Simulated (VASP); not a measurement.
Consider the following.

```xyz
2
Lattice="0.0000 2.7630 2.7630 2.7630 0.0000 2.7630 2.7630 2.7630 0.0000" Properties=species:S:1:pos:R:3 pbc="T T T"
Ag     0.0000     0.0000     0.0000
Br     2.7630     2.7630     2.7630
```

Computed with PBE GGA, VASP's PBE PAW potentials (set 64) (plane waves; VASP 6.6.1). Settings: 500 eV cut-off, 8×8×8 Γ-centred mesh, Gaussian smearing of 0.050 eV, potentials Ag Br.

Task: Predict the energy per atom (σ→0), pressure, band gap (on the k-mesh) with the smallest direct gap where there is one.

Result: 
```json
{
 "band gap (on the k-mesh)": "0.68 eV",
 "smallest direct gap (on the k-mesh)": "3.05 eV",
 "energy per atom (σ→0)": "-2400 meV/atom",
 "pressure": "10.02 GPa"
}
```

The compound is AgBr in the rock salt structure. It was relaxed first under an external pressure of 10 GPa.
